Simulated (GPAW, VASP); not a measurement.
An input for GPAW (PBE, GPAW PAW datasets PBE (gpaw-data 1.0.1)):

```
from ase import Atoms
from ase.units import GPa
from gpaw import GPAW

atoms = Atoms(['K', 'F'],
              cell=[[0.000000, 2.675000, 2.675000],
                    [2.675000, 0.000000, 2.675000],
                    [2.675000, 2.675000, 0.000000]],
              scaled_positions=[[0.000000, 0.000000, 0.000000],
                                [0.500000, 0.500000, 0.500000]],
              pbc=True)

calc = GPAW(mode={'name': 'pw', 'ecut': 900},
            xc='PBE',
            kpts=(9, 9, 9),
            occupations={'name': 'fermi-dirac', 'width': 0.01},
            nbands=-8,
            convergence={'forces': 0.001, 'bands': -6},
            symmetry={'symmorphic': False, 'tolerance': 0.0005},
            maxiter=150,
            txt='-')

atoms.calc = calc

energy = atoms.get_potential_energy()
print('Energy (eV):', round(energy, 6))
forces = atoms.get_forces()
print('Forces (eV/Ang):')
print(forces.round(5))
stress = atoms.get_stress()
print('Stress (GPa, Voigt):', (stress / GPa).round(4))
```

Q: Translate it to VASP.

A: One set of files that does it:

### INCAR
```
SYSTEM = KF
PREC = Accurate
ENCUT = 400
EDIFF = 1E-6
NELM = 100
ALGO = Normal
LREAL = .FALSE.
LASPH = .TRUE.
ISMEAR = -1
SIGMA = 0.01
GGA = PE
LWAVE = .FALSE.
LCHARG = .FALSE.
ISIF = 2
```

### POSCAR
```
KF
3.7830210
  0.0000000000   0.7071068334   0.7071068334
  0.7071068334   0.0000000000   0.7071068334
  0.7071068334   0.7071068334   0.0000000000
K F
1 1
Direct
  0.0000000000   0.0000000000   0.0000000000
  0.5000000000   0.5000000000   0.5000000000
```

KPOINTS:
```
Automatic mesh
0
Gamma
9 9 9
0 0 0
```

POTCAR, in this order: K_sv F (PBE.64 set). Program: vasp_std.

The two runs describe the same crystal, functional and task. Each code takes its own potentials, basis and convergence tests.

The structure is a typed KF crystal (Fm-3m). The cell was not relaxed at this level, and it may have been scaled.
